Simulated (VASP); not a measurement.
# Relaxed cell of WC (Qusongite): a test of cutoff and mesh

How far does the relaxed cell of WC (Qusongite) depend on cutoff and k mesh? The starting structure is a measured crystal structure from the Crystallography Open Database. The first relaxation on each setting starts from this cell expanded by 3 % in volume.

Program: VASP 6.6.1. Level of theory: Kohn-Sham DFT with plane waves and PAW; PBEsol. Results are calculated unless marked as measured.

### 1. The starting structure

The structure is hexagonal, space group P-6m2 (No. 187). The conventional cell has a = 2.907 Å, b = 2.907 Å, c = 2.837 Å, α = 90.00°, β = 90.00°, γ = 120.00°. Nearest to W lie 6 C at 2.20 Å. C has 6 W at 2.20 Å nearest. Farther neighbours are not listed.

Structure file:

```cif
data_structure
_symmetry_space_group_name_H-M 'P-6m2'
_symmetry_Int_Tables_number 187
_cell_length_a 2.9065
_cell_length_b 2.9065
_cell_length_c 2.8366
_cell_angle_alpha 90.000
_cell_angle_beta 90.000
_cell_angle_gamma 120.000
_cell_volume 20.75
loop_
_atom_site_label
_atom_site_type_symbol
_atom_site_symmetry_multiplicity
_atom_site_Wyckoff_symbol
_atom_site_fract_x
_atom_site_fract_y
_atom_site_fract_z
_atom_site_occupancy
W1 W 1 a 0.00000 0.00000 0.00000 1
C1 C 1 f 0.66667 0.33333 0.50000 1
```

### 2. Reference relaxation

This run starts from the cell of an earlier relaxation, which isn't shown; the restart sets up the plane waves anew.

Input file INCAR:

```
SYSTEM = WC
PREC = Accurate
ENCUT = 520
EDIFF = 1E-06
NELM = 100
ISMEAR = 0
SIGMA = 0.05
LREAL = .FALSE.
ALGO = Normal
GGA = PS
NBANDS = 11
LASPH = .TRUE.
LORBIT = 11
LWAVE = .FALSE.
LCHARG = .FALSE.
KPAR = 8
IBRION = 2
NSW = 50
ISIF = 3
EDIFFG = -0.006
```

Input file POSCAR:

```
WC
1.0
    2.8971547468      0.0000000000      0.0000000000
   -1.4485773734      2.5090096094      0.0000000000
    0.0000000000      0.0000000000      2.8269834105
W C
1 1
Direct
    0.0000000000      0.0000000000      0.0000000000
    0.6666666667      0.3333333333      0.5000000000
```

Input file KPOINTS:

```
Automatic mesh
0
Gamma
15 15 12
0 0 0
```

Potentials, in the order of the species: W and C (PBE family, release 64).

The run is started by

```sh
> mpirun -np 8 vasp_std
```

The log of the run:

```text
[banner, memory and clock lines left out]
running    8 mpi-ranks, on    1 nodes
 distrk:  each k-point on    1 cores,    8 groups
 distr:  one band on    1 cores,    1 groups

 POSCAR found type information on POSCAR W C
 POSCAR found :  2 types and       2 ions
|                                                                             |
|           W    W    AA    RRRRR   N    N  II  N    N   GGGG   !!!           |
|           W    W   A  A   R    R  NN   N  II  NN   N  G    G  !!!           |
|           W    W  A    A  R    R  N N  N  II  N N  N  G       !!!           |
|           W WW W  AAAAAA  RRRRR   N  N N  II  N  N N  G  GGG   !            |
|           WW  WW  A    A  R   R   N   NN  II  N   NN  G    G                |
|           W    W  A    A  R    R  N    N  II  N    N   GGGG   !!!           |
|                                                                             |
|     For optimal performance we recommend to set                             |
|       NCORE = 2 up to number-of-cores-per-socket                            |
|     NCORE specifies how many cores store one orbital (NPAR=cpu/NCORE).      |
|     This setting can greatly improve the performance of VASP for DFT.       |
|     The default, NCORE=1 might be grossly inefficient on modern             |
|     multi-core architectures or massively parallel machines. Do your        |
|     Unfortunately you need to use the default for GW and RPA                |
|     calculations (for HF NCORE is supported but not extensively tested      |
|     yet).                                                                   |
|                                                                             |

|                                                                             |
|               ----> ADVICE to this user running VASP <----                  |
|                                                                             |
|     You enforced a specific xc type in the INCAR file but a different       |
|     [... a line on the potential file left out ...]
|     I HOPE YOU KNOW WHAT YOU ARE DOING!                                     |
|                                                                             |

 LDA part: xc-table for (Slater+PW92), standard interpolation
 POSCAR, INCAR and KPOINTS ok, starting setup
 FFT: planning ... GRIDC
 FFT: planning ... GRID_SOFT
 FFT: planning ... GRID
 WAVECAR not read
 entering main loop
       N       E                     dE             d eps       ncg     rms          rms(c)
DAV:   1     0.223169288899E+02    0.22317E+02   -0.50436E+03  4158   0.823E+02
DAV:   2    -0.250855398135E+02   -0.47402E+02   -0.45197E+02  4915   0.202E+02
DAV:   3    -0.269444554382E+02   -0.18589E+01   -0.18377E+01  5162   0.332E+01
DAV:   4    -0.269561739195E+02   -0.11718E-01   -0.11715E-01  4590   0.304E+00
DAV:   5    -0.269562207777E+02   -0.46858E-04   -0.46856E-04  5057   0.192E-01    0.352E+01
DAV:   6    -0.241065350326E+02    0.28497E+01   -0.12568E+01  4978   0.217E+01    0.118E+01
DAV:   7    -0.240288490095E+02    0.77686E-01   -0.60635E-01  4263   0.619E+00    0.849E+00
DAV:   8    -0.239881836785E+02    0.40665E-01   -0.10433E-01  4571   0.238E+00    0.204E+00
DAV:   9    -0.239825289248E+02    0.56548E-02   -0.14876E-02  4491   0.779E-01    0.136E-01
DAV:  10    -0.239824611539E+02    0.67771E-04   -0.89091E-04  4827   0.259E-01    0.198E-01
DAV:  11    -0.239824458763E+02    0.15278E-04   -0.80443E-05  4898   0.634E-02    0.764E-03
DAV:  12    -0.239824434938E+02    0.23825E-05   -0.35763E-06  3532   0.128E-02    0.132E-02
DAV:  13    -0.239824435654E+02   -0.71584E-07   -0.35124E-07  2211   0.630E-03
   1 F= -.23982444E+02 E0= -.23982251E+02  d E =-.239824E+02
 curvature:   0.00 expect dE= 0.000E+00 dE for cont linesearch  0.000E+00
 trial: gam= 0.00000 g(F)=  0.206E-49 g(S)=  0.169E-07 ort = 0.000E+00 (trialstep = 0.100E+01)
 search vector abs. value=  0.170E-07
 reached required accuracy - stopping structural energy minimisation
```

Run time: 6.2 s. Hardware: 8 MPI ranks of Intel Xeon Platinum 8259CL at 2.50GHz (Skylake/Cascade Lake), shared host; peak memory 1.4 GiB.

Lines that name or quote the potential files are left out of all logs, and their timing lines are given in words.

From OUTCAR (step 2):

```text
ion  position               nearest neighbor table
   1  0.000  0.000  0.000-   2 2.19   2 2.19   2 2.19   2 2.19   2 2.19   2 2.19
   2  0.667  0.333  0.500-   1 2.19   1 2.19   1 2.19   1 2.19   1 2.19   1 2.19

  LATTYP: Found a hexagonal cell.
 ALAT       =     2.8971547468
 C/A-ratio  =     0.9757792240

 Subroutine GETGRP returns: Found 12 space group operations
 (whereof 12 operations were pure point group operations)

The static configuration has the point symmetry D_3h.

 Found    189 irreducible k-points:

   k-points           NKPTS =    189   k-points in BZ     NKDIM =    189   number of bands    NBANDS=     11

   dimension x,y,z NGX =    24 NGY =   24 NGZ =   24
   dimension x,y,z NGXF=    48 NGYF=   48 NGZF=   48

   ENCUT  =  520.0 eV  38.22 Ry    6.18 a.u.   5.39  5.39  5.26*2*pi/ulx,y,z

   NELECT =      10.0000    total number of electrons

 k-points in reciprocal lattice and weights: Automatic mesh
   0.00000000  0.00000000  0.00000000       0.000
   0.06666667 -0.00000000  0.00000000       0.002
   0.13333333  0.00000000  0.00000000       0.002
   0.20000000  0.00000000  0.00000000       0.002
   0.26666667  0.00000000  0.00000000       0.002
   0.33333333 -0.00000000  0.00000000       0.002
   0.40000000  0.00000000  0.00000000       0.002
   0.46666667 -0.00000000  0.00000000       0.002
   0.06666667  0.06666667  0.00000000       0.002
[...]
0.33333333  0.26666667  0.50000000       0.004
   0.33333333  0.33333333  0.50000000       0.001

 average (electrostatic) potential at core
       1 -36.9161       2 -46.1842

 E-fermi :   8.2603

 k-point     1 :       0.0000    0.0000    0.0000
  band No.  band energies     occupation
      1      -6.2116      2.00000
      2       3.8970      2.00000
      3       4.9133      2.00000
      4       4.9133      2.00000
      5       8.4503      0.00000
      6      11.5220      0.00000
      7      11.5220      0.00000
      8      14.0258      0.00000
      9      14.0258      0.00000
    ...

 k-point     2 :       0.0667   -0.0000    0.0000
  band No.  band energies     occupation
      1      -6.0978      2.00000
      2       3.9364      2.00000
      3       4.7480      2.00000
      4       5.0254      2.00000
      5       8.0757      2.00000
      6      11.4789      0.00000
      7      11.9355      0.00000
      8      13.7798      0.00000
      9      13.9410      0.00000
     10      15.2674      0.00000
    ...

 k-point     3 :       0.1333    0.0000    0.0000
  band No.  band energies     occupation
      1      -5.7675      2.00000
      2       3.8030      2.00000
      3       4.5798      2.00000
      4       5.3495      2.00000
      5       7.3100      2.00000
      6      11.3595      0.00000
      7      12.7968      0.00000
      8      13.1713      0.00000
      9      13.7190      0.00000
     10      16.1653      0.00000
    ...

  Total        0.0005239      0.0005239      0.0003879      0.0000000     -0.0000000     -0.0000000
  in kB        0.0408453      0.0408453      0.0302454      0.0000000     -0.0000000     -0.0000000
  external PRESSURE =       0.0373120 kB  Pullay stress =       0.0000000 kB

  energy-cutoff  :      520.00
  volume of cell :       20.55
      direct lattice vectors                 reciprocal lattice vectors
     2.897154747  0.000000000  0.000000000     0.345166236  0.199281819  0.000000000
    -1.448577373  2.509009609  0.000000000     0.000000000  0.398563639  0.000000000
     0.000000000  0.000000000  2.826983411     0.000000000  0.000000000  0.353733947

 POSITION                                       TOTAL-FORCE (eV/Angst)
 -----------------------------------------------------------------------------------
      0.00000      0.00000      0.00000         0.000000     -0.000000      0.000000
      1.44858      0.83634      1.41349        -0.000000      0.000000      0.000000
 -----------------------------------------------------------------------------------
    total drift:                               -0.000000      0.000000      0.000000

  FREE ENERGIE OF THE ION-ELECTRON SYSTEM (eV)
  ---------------------------------------------------
  free  energy   TOTEN  =       -23.9824435654 eV

  energy  without entropy=      -23.9820586593  energy(sigma->0) =      -23.98225111

 reached required accuracy - stopping structural energy minimisation

 total charge
# of ion       s       p       d       tot
------------------------------------------
    1        0.629   0.894   4.416   5.939
    2        0.850   1.566   0.000   2.416
--------------------------------------------------
tot          1.479   2.460   4.416   8.355

[... 3 further parts left out ...]
```

CONTCAR:

```
WC
   1.00000000000000
     2.8971547468000001    0.0000000000000000    0.0000000000000000
    -1.4485773734000000    2.5090096094000001    0.0000000000000000
     0.0000000000000000    0.0000000000000000    2.8269834105000000
  W               C
     1     1
Direct
     0.0000000000000000    0.0000000000000000    0.0000000000000000
     0.6666666667000030    0.3333333332999970    0.5000000000000000
```

The PAW data sets were made with PBE, which is usual practice but a small mismatch for other functionals. The data set W keeps the semicore shell frozen, which is cheaper and a little less accurate. The run keeps the 12 symmetry operations of its start, so it cannot find a distortion of lower symmetry.

The reference relaxation ends at 10.275 Å³ an atom. Pressures at 0.985 and 1.015 times this volume, from two more relaxations that aren't shown, give a bulk modulus of 422.5 GPa.

### 3. Relaxation with a cutoff of 400 eV

Against step 2 the input has ENCUT = 400. This run starts from the cell of an earlier relaxation, which isn't shown; the restart sets up the plane waves anew.

INCAR: that of step 2 with these lines changed.

```diff
@@ -2,3 +2,3 @@
 PREC = Accurate
-ENCUT = 520
+ENCUT = 400
 EDIFF = 1E-06
```

Input file POSCAR:

```
WC
1.0
    2.8950904956      0.0000000000      0.0000000000
   -1.4475452478      2.5072219154      0.0000000000
    0.0000000000      0.0000000000      2.8255391478
W C
1 1
Direct
    0.0000000000      0.0000000000      0.0000000000
    0.6666666667      0.3333333333      0.5000000000
```

KPOINTS is that of step 2.

The run is started by

```sh
> mpirun -np 8 vasp_std
```

The log of the run:

```text
[banner, memory and clock lines left out]
running    8 mpi-ranks, on    1 nodes
[...]
[... a notice as in an earlier step ...]

 [... a notice as in an earlier step ...]

 LDA part: xc-table for (Slater+PW92), standard interpolation
 POSCAR, INCAR and KPOINTS ok, starting setup
[...]
entering main loop
       N       E                     dE             d eps       ncg     rms          rms(c)
DAV:   1     0.123496413161E+02    0.12350E+02   -0.42886E+03  4206   0.658E+02
DAV:   2    -0.255920848961E+02   -0.37942E+02   -0.36226E+02  4900   0.176E+02
DAV:   3    -0.269359660463E+02   -0.13439E+01   -0.13350E+01  5153   0.277E+01
DAV:   4    -0.269424494442E+02   -0.64834E-02   -0.64793E-02  4495   0.233E+00
[...]
DAV:  11    -0.239864545807E+02    0.14944E-04   -0.81346E-05  4925   0.637E-02    0.726E-03
DAV:  12    -0.239864519818E+02    0.25989E-05   -0.35794E-06  3585   0.127E-02    0.126E-02
DAV:  13    -0.239864520687E+02   -0.86930E-07   -0.30581E-07  2217   0.586E-03
   1 F= -.23986452E+02 E0= -.23986262E+02  d E =-.239865E+02
[...]
N       E                     dE             d eps       ncg     rms          rms(c)
DAV:   1    -0.239863991778E+02    0.52804E-04   -0.38694E-03  4182   0.500E-01    0.230E-01
DAV:   2    -0.239863483848E+02    0.50793E-04   -0.39872E-05  4869   0.538E-02    0.121E-01
DAV:   3    -0.239863311845E+02    0.17200E-04   -0.36601E-05  4641   0.443E-02    0.306E-03
DAV:   4    -0.239863313527E+02   -0.16817E-06   -0.43753E-07  2493   0.493E-03
   2 F= -.23986331E+02 E0= -.23986146E+02  d E =0.120716E-03
 trial-energy change:    0.000121  1 .order    0.000126   -0.000120    0.000371
 step:   0.2558(harm=  0.2439)  dis= 0.00000  next Energy=   -23.986467 (dE=-0.154E-04)
[...]
N       E                     dE             d eps       ncg     rms          rms(c)
DAV:   1    -0.239865110375E+02   -0.17985E-03   -0.21299E-03  4176   0.371E-01    0.170E-01
DAV:   2    -0.239864810941E+02    0.29943E-04   -0.21956E-05  4863   0.399E-02    0.895E-02
DAV:   3    -0.239864680051E+02    0.13089E-04   -0.20193E-05  4641   0.328E-02    0.220E-03
DAV:   4    -0.239864679139E+02    0.91169E-07   -0.24168E-07  2211   0.367E-03
   3 F= -.23986468E+02 E0= -.23986279E+02  d E =-.158452E-04
[...]
reached required accuracy - stopping structural energy minimisation
```

Run time: 9 s. Hardware: 8 MPI ranks; peak memory 1.2 GiB; 60 s of CPU time.

Parts of OUTCAR (step 3):

```text
  Total       -0.0012475     -0.0012475      0.0058810      0.0000000     -0.0000000     -0.0000000
  in kB       -0.0975261     -0.0975261      0.4597587      0.0000000     -0.0000000     -0.0000000
  external PRESSURE =       0.0882355 kB  Pullay stress =       0.0000000 kB

 POSITION                                       TOTAL-FORCE (eV/Angst)
 -----------------------------------------------------------------------------------
     -1.44718      2.50660      0.00000        -0.000000      0.000000      0.000000
      1.44718      0.83553      1.41241         0.000000     -0.000000      0.000000
 -----------------------------------------------------------------------------------
    total drift:                                0.000000     -0.000000      0.000000

  FREE ENERGIE OF THE ION-ELECTRON SYSTEM (eV)
  ---------------------------------------------------
  free  energy   TOTEN  =       -23.9864679139 eV

  energy  without entropy=      -23.9860899838  energy(sigma->0) =      -23.98627895

[... 2 parts as in an earlier step ...]

[... 2 further parts left out ...]
[key lines of the parts left out:]
E-fermi :   8.2932
```

With a cutoff of 400 eV the cell ends at 10.247 Å³ an atom, -0.27 % from the reference; the bulk modulus is 426.0 GPa against 422.5 GPa.

### 4. Relaxation with a 7×7×7 mesh

Against step 2 the input has a 7×7×7 mesh. This run starts from the cell of an earlier relaxation, which isn't shown; the restart sets up the plane waves anew.

INCAR: that of step 3 with these lines changed.

```diff
@@ -2,3 +2,3 @@
 PREC = Accurate
-ENCUT = 400
+ENCUT = 520
 EDIFF = 1E-06
```

Input file POSCAR:

```
WC
1.0
    2.8984590711      0.0000000000      0.0000000000
   -1.4492295355      2.5101391873      0.0000000000
    0.0000000000      0.0000000000      2.8274447271
W C
1 1
Direct
    0.0000000000      0.0000000000      0.0000000000
    0.6666666667      0.3333333333      0.5000000000
```

Input file KPOINTS:

```
Automatic mesh
0
Gamma
7 7 7
0 0 0
```

The run is started by

```sh
> mpirun -np 8 vasp_std
```

The log of the run:

```text
[... set-up lines as in an earlier step ...]
 entering main loop
       N       E                     dE             d eps       ncg     rms          rms(c)
DAV:   1     0.216939106394E+02    0.21694E+02   -0.51359E+03   712   0.829E+02
DAV:   2    -0.252506970114E+02   -0.46945E+02   -0.45364E+02   826   0.199E+02
DAV:   3    -0.269465519049E+02   -0.16959E+01   -0.16808E+01   874   0.322E+01
DAV:   4    -0.269557971281E+02   -0.92452E-02   -0.92426E-02   773   0.279E+00
[...]
DAV:  11    -0.239764935845E+02    0.24047E-04   -0.17981E-04   926   0.901E-02    0.186E-02
DAV:  12    -0.239764899953E+02    0.35892E-05   -0.86378E-06   779   0.210E-02    0.599E-03
DAV:  13    -0.239764897706E+02    0.22472E-06   -0.51481E-07   373   0.584E-03
   1 F= -.23976490E+02 E0= -.23976088E+02  d E =-.239765E+02
[...]
reached required accuracy - stopping structural energy minimisation
```

Wall time 3.4 s (8 MPI ranks); peak memory 1.1 GiB; 21 s of CPU time.

OUTCAR, selected parts (step 4):

```text
  Total        0.0011366      0.0011366     -0.0003548      0.0000000      0.0000000     -0.0000000
  in kB        0.0885259      0.0885259     -0.0276311      0.0000000      0.0000000     -0.0000000
  external PRESSURE =       0.0498069 kB  Pullay stress =       0.0000000 kB

 POSITION                                       TOTAL-FORCE (eV/Angst)
 -----------------------------------------------------------------------------------
      0.00000      0.00000      0.00000         0.000000     -0.000000      0.000000
      1.44923      0.83671      1.41372        -0.000000      0.000000      0.000000
 -----------------------------------------------------------------------------------
    total drift:                               -0.000000      0.000000      0.000000

  FREE ENERGIE OF THE ION-ELECTRON SYSTEM (eV)
  ---------------------------------------------------
  free  energy   TOTEN  =       -23.9764897706 eV

  energy  without entropy=      -23.9756855144  energy(sigma->0) =      -23.97608764

[... 1 part as in an earlier step ...]

[... 3 further parts left out ...]
[key lines of the parts left out:]
E-fermi :   8.3615
```

With a 7×7×7 mesh the cell ends at 10.286 Å³ an atom, +0.11 % from the reference; the bulk modulus is 423.7 GPa against 422.5 GPa.

(Continued in part 2 of 2.)

[Lines on the potential files, build, host, timing and source positions are cut from VASP's logs without a mark.]

[Logs are printed without paths, hosts, clocks, repeated set-up lines and the standing remarks that a program may print on its own settings, such as how far it seeks lower states.]

[Hosts, paths, dates, database ids (printed as entryN), source tags and the programs' standing remarks are cut or masked in the printed files.]
